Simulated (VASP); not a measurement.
Output of a VASP run:

OSZICAR:
```
...
DAV:   1    -0.116813665663E+02   -0.47227E-03   -0.30749E-02  3808   0.177E+00    0.144E-01
DAV:   2    -0.116810646092E+02    0.30196E-03   -0.74168E-04  3990   0.306E-01    0.656E-02
DAV:   3    -0.116809796733E+02    0.84936E-04   -0.79563E-05  4007   0.140E-01    0.345E-02
DAV:   4    -0.116809670750E+02    0.12598E-04   -0.24999E-05  4273   0.553E-02    0.101E-02
DAV:   5    -0.116809673426E+02   -0.26753E-06   -0.20332E-06  2846   0.194E-02
   9 F= -.11680967E+02 E0= -.11680967E+02  d E =-.736462E-04
       N       E                     dE             d eps       ncg     rms          rms(c)
DAV:   1    -0.116810392000E+02   -0.72125E-04   -0.49081E-03  3808   0.706E-01    0.566E-02
DAV:   2    -0.116809910263E+02    0.48174E-04   -0.11598E-04  4001   0.120E-01    0.261E-02
DAV:   3    -0.116809775340E+02    0.13492E-04   -0.12719E-05  4025   0.560E-02    0.139E-02
DAV:   4    -0.116809756968E+02    0.18372E-05   -0.39849E-06  4015   0.221E-02    0.417E-03
DAV:   5    -0.116809757955E+02   -0.98717E-07   -0.32686E-07  1975   0.788E-03
  10 F= -.11680976E+02 E0= -.11680976E+02  d E =-.820991E-04
       N       E                     dE             d eps       ncg     rms          rms(c)
DAV:   1    -0.116809792371E+02   -0.35403E-05   -0.25015E-04  3809   0.159E-01    0.127E-02
DAV:   2    -0.116809767526E+02    0.24845E-05   -0.58246E-06  3993   0.269E-02    0.588E-03
DAV:   3    -0.116809760719E+02    0.68077E-06   -0.61166E-07  1968   0.126E-02
  11 F= -.11680976E+02 E0= -.11680976E+02  d E =-.823755E-04
       N       E                     dE             d eps       ncg     rms          rms(c)
DAV:   1    -0.116809878334E+02   -0.11081E-04   -0.99946E-04  3808   0.319E-01    0.258E-02
DAV:   2    -0.116809777366E+02    0.10097E-04   -0.23757E-05  4050   0.542E-02    0.119E-02
DAV:   3    -0.116809749213E+02    0.28153E-05   -0.26233E-06  3583   0.256E-02    0.636E-03
DAV:   4    -0.116809746019E+02    0.31942E-06   -0.84279E-07  2010   0.104E-02
  12 F= -.11680975E+02 E0= -.11680975E+02  d E =-.809056E-04
       N       E                     dE             d eps       ncg     rms          rms(c)
DAV:   1    -0.116809802642E+02   -0.53429E-05   -0.34517E-04  3808   0.188E-01    0.153E-02
DAV:   2    -0.116809769684E+02    0.32958E-05   -0.82396E-06  3966   0.323E-02    0.704E-03
DAV:   3    -0.116809760092E+02    0.95923E-06   -0.84493E-07  1944   0.148E-02
  13 F= -.11680976E+02 E0= -.11680976E+02  d E =-.823128E-04
       N       E                     dE             d eps       ncg     rms          rms(c)
DAV:   1    -0.116809769000E+02    0.68438E-07   -0.60997E-05  3814   0.786E-02    0.642E-03
DAV:   2    -0.116809762624E+02    0.63753E-06   -0.13758E-06  2113   0.128E-02
  14 F= -.11680976E+02 E0= -.11680976E+02  d E =-.825661E-04
       N       E                     dE             d eps       ncg     rms          rms(c)
DAV:   1    -0.116811550985E+02   -0.17820E-03   -0.10726E-02  3808   0.111E+00    0.104E-01
DAV:   2    -0.116809998310E+02    0.15527E-03   -0.64435E-04  3975   0.255E-01    0.311E-02
DAV:   3    -0.116809832123E+02    0.16619E-04   -0.30761E-05  4109   0.107E-01    0.258E-02
DAV:   4    -0.116809796863E+02    0.35260E-05   -0.63743E-06  4256   0.338E-02    0.138E-02
DAV:   5    -0.116809789096E+02    0.77673E-06   -0.14731E-06  2319   0.171E-02
  15 F= -.11680979E+02 E0= -.11680979E+02  d E =-.264713E-05
```

OUTCAR:
```
------------------------ aborting loop because EDIFF is reached ----------------------------------------
  FORCE on cell =-STRESS in cart. coord.  units (eV):
  Direction    XX          YY          ZZ          XY          YZ          ZX
  --------------------------------------------------------------------------------------
  Total       -0.0196490     -0.0195672     -0.0195426     -0.0000243      0.0066417     -0.0032216
  in kB       -0.8481660     -0.8446349     -0.8435736     -0.0010484      0.2866944     -0.1390642
  external PRESSURE =      -0.8454582 kB  Pullay stress =       0.0000000 kB
  volume of cell :       37.12
      direct lattice vectors                 reciprocal lattice vectors
     0.000479592  2.646668317  2.646667243    -0.188886702  0.188918225  0.188949597
     2.648027700 -0.000875278  2.648021403     0.188821238 -0.188790502  0.188756363
     2.647589027  2.647583735 -0.000436410     0.188883817  0.188787561 -0.188821864
 POSITION                                       TOTAL-FORCE (eV/Angst)
 -----------------------------------------------------------------------------------
      0.00066      2.64677      2.64674        -0.001773     -0.001043     -0.000759
      1.32460      1.32295      1.32350        -0.002073      0.002078      0.000457
      3.97132      3.97032      3.97067         0.003846     -0.001034      0.000301
 -----------------------------------------------------------------------------------
    total drift:                                0.000191      0.000069      0.000083
  FREE ENERGIE OF THE ION-ELECTRON SYSTEM (eV)
  ---------------------------------------------------
  free  energy   TOTEN  =       -11.6809789096 eV

  energy  without entropy=      -11.6809789096  energy(sigma->0) =      -11.68097891

 reached required accuracy - stopping structural energy minimisation
```
(Selected blocks of OUTCAR.)

**POSCAR**
```
CdF2
1
    0.0000000000     2.6950000000     2.6950000000
    2.6950000000     0.0000000000     2.6950000000
    2.6950000000     2.6950000000     0.0000000000
Cd F
1 2
Direct
  0.0003340000  -0.0021710000  -0.0021310000
  0.2466120000   0.2542770000   0.2521160000
  0.7530530000   0.7478940000   0.7500140000
```

Reconstruct the remaining input files.

This is not unique; one that fits is the input of the run itself, PBEsol GGA, plane waves, VASP's PBE PAW potentials (set 64).

File KPOINTS:
```
Automatic mesh
0
Gamma
6 6 6
0 0 0
```

**INCAR**
```
SYSTEM  =  CdF2
PREC  =  Accurate; ENCUT  =  400; LREAL  =  .FALSE.
LASPH  =  .TRUE.
EDIFF  =  1E-6; NELM  =  100; ALGO  =  Normal
LMAXMIX  =  4
ISMEAR  =  -1; SIGMA  =  0.02
GGA  =  PS
IBRION  =  2; NSW  =  50; ISIF  =  3
EDIFFG  =  -0.01
LWAVE  =  .FALSE.; LCHARG  =  .FALSE.
```

POTCAR, in this order: Cd F (PBE.64 set). Program: vasp_std.

At this cut-off the stress carries a Pulay error, which pulls relaxed volumes low. Energy and stress use the plane-wave basis of the starting cell.

The structure is a typed CdF2 crystal. In the starting cell atoms are displaced from their ideal sites. This run relaxes it. The run is one of a series of settings (EDIFFG = -0.01, IBRION = 2, ISIF = 3, NSW = 50 against the base run), some of them coarse on purpose.
